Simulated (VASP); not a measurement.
These are optB88-vdW, VASP's PBE PAW potentials (set 64) (plane waves; VASP) values and carry that method's errors.

The input files of a VASP run:

### INCAR
```
! general
SYSTEM   = CuZn
PREC     = Accurate
ENCUT    = 520
LREAL    = .FALSE.
LASPH    = .TRUE.

! electronic loop
EDIFF    = 1E-7
NELM     = 100
ALGO     = Normal
LMAXMIX  = 4

! smearing
ISMEAR   = 1
SIGMA    = 0.1

! functional
GGA      = BO
LUSE_VDW = .TRUE.
AGGAC    = 0.0
PARAM1   = 0.1833333333
PARAM2   = 0.22

! ions
ISIF     = 2

! output
LWAVE    = .FALSE.
LCHARG   = .FALSE.
```

**KPOINTS**
```
K-points
0
G
  12 12 12
0 0 0
```

File POSCAR:
```
CuZn
1
    2.9623692244     0.0000000000     0.0000000000
    0.0000000000     2.9623692244     0.0000000000
    0.0000000000     0.0000000000     2.9623692244
Zn Cu
1 1
Direct
  0.5000000000   0.5000000000   0.5000000000
  0.0000000000   0.0000000000   0.0000000000
```

POTCAR, in this order: Zn Cu (PBE.64 set). Program: vasp_std.

What VASP printed:

OSZICAR:
```
       N       E                     dE             d eps       ncg     rms          rms(c)
DAV:   1     0.120067577038E+03    0.12007E+03   -0.11745E+04  2576   0.255E+03
DAV:   2     0.367332067432E+01   -0.11639E+03   -0.11353E+03  2527   0.332E+02
DAV:   3     0.332505291467E+00   -0.33408E+01   -0.33330E+01  3136   0.753E+01
DAV:   4     0.308841810152E+00   -0.23663E-01   -0.23660E-01  2940   0.561E+00
DAV:   5     0.308522128709E+00   -0.31968E-03   -0.31968E-03  3342   0.689E-01    0.861E+00
DAV:   6     0.460241245191E+00    0.15172E+00   -0.13947E+01  2728   0.970E+01    0.534E+00
DAV:   7     0.119374747126E+01    0.73351E+00   -0.31558E+00  2651   0.819E+01    0.207E+00
DAV:   8     0.119462129411E+01    0.87382E-03   -0.13439E-01  3494   0.523E+00    0.115E+00
DAV:   9     0.120283501592E+01    0.82137E-02   -0.17522E-02  3069   0.338E+00    0.435E-02
DAV:  10     0.120279097697E+01   -0.44039E-04   -0.54361E-04  2983   0.319E-01    0.238E-02
DAV:  11     0.120277928171E+01   -0.11695E-04   -0.17335E-05  3733   0.734E-02    0.127E-02
DAV:  12     0.120277966491E+01    0.38319E-06   -0.19414E-06  3686   0.343E-02    0.219E-03
DAV:  13     0.120277963356E+01   -0.31347E-07   -0.25611E-07  2461   0.149E-02
   1 F= 0.12027796E+01 E0= 0.12027781E+01  d E =0.447973E-05
```

File OUTCAR:
```
------------------------ aborting loop because EDIFF is reached ----------------------------------------
  FORCE on cell =-STRESS in cart. coord.  units (eV):
  Direction    XX          YY          ZZ          XY          YZ          ZX
  --------------------------------------------------------------------------------------
  Total        0.0707662      0.0707662      0.0707662      0.0000000      0.0000000      0.0000000
  in kB        4.3613280      4.3613280      4.3613280      0.0000000      0.0000000      0.0000000
  external PRESSURE =       4.3613280 kB  Pullay stress =       0.0000000 kB
  volume of cell :       26.00
      direct lattice vectors                 reciprocal lattice vectors
     2.962369224  0.000000000  0.000000000     0.337567644  0.000000000  0.000000000
     0.000000000  2.962369224  0.000000000     0.000000000  0.337567644  0.000000000
     0.000000000  0.000000000  2.962369224     0.000000000  0.000000000  0.337567644
 POSITION                                       TOTAL-FORCE (eV/Angst)
 -----------------------------------------------------------------------------------
      1.48118      1.48118      1.48118         0.000000      0.000000      0.000000
      0.00000      0.00000      0.00000         0.000000      0.000000      0.000000
 -----------------------------------------------------------------------------------
    total drift:                                0.000000      0.000000     -0.000000
  FREE ENERGIE OF THE ION-ELECTRON SYSTEM (eV)
  ---------------------------------------------------
  free  energy   TOTEN  =         1.2027796336 eV

  energy  without entropy=        1.2027751538  energy(sigma->0) =        1.20277814
```
(Selected blocks of OUTCAR.)

**OUTCAR**
```
 val. band max:        5.1386487839   @ k =   0.5000   0.3333   0.3333

 cond. band min:       5.2943887466   @ k =   0.3333   0.3333   0.0000


 Fermi energy:         5.1616589414

 k-point     1 :       0.0000    0.0000    0.0000
  band No.  band energies     occupation
      1      -4.9320      2.00000
      2      -2.6881      2.00000
      3      -2.6881      2.00000
      4      -2.0437      2.00000
      5      -2.0437      2.00000
      6      -2.0437      2.00000
      7       1.6487      2.00000
      8       1.6487      2.00000
      9       2.4648      2.00000
     10       2.4648      2.00000
     11       2.4648      2.00000
     12      11.3780      0.00000
     13      11.3780      0.00000
     14      11.3780      0.00000
     15      16.6028      0.00000

 k-point     2 :       0.0833    0.0000    0.0000
  band No.  band energies     occupation
      1      -4.8079      2.00000
      2      -2.6751      2.00000
      3      -2.6620      2.00000
      4      -2.0542      2.00000
      5      -2.0542      2.00000
      6      -2.0386      2.00000
      7       1.6426      2.00000
      8       1.6607      2.00000
      9       2.4250      2.00000
     10       2.4250      2.00000
     11       2.4604      2.00000
     12      10.2457      0.00000
     13      11.5647      0.00000
     14      11.5647      0.00000
     15      16.6705      0.00000

 k-point     3 :       0.1667    0.0000    0.0000
  band No.  band energies     occupation
      1      -4.4416      2.00000
      2      -2.6395      2.00000
      3      -2.5856      2.00000
      4      -2.0829      2.00000
      5      -2.0829      2.00000
      6      -2.0247      2.00000
      7       1.6257      2.00000
      8       1.6843      2.00000
      9       2.3203      2.00000
     10       2.3203      2.00000
     11       2.4483      2.00000
     12       8.1965      0.00000
     13      12.1083      0.00000
     14      12.1083      0.00000
     15      16.8763      0.00000
...
```

The compound is CuZn in the CsCl type structure. It was relaxed first. The electron count is odd and the run is not spin-polarised, which forces a metal.
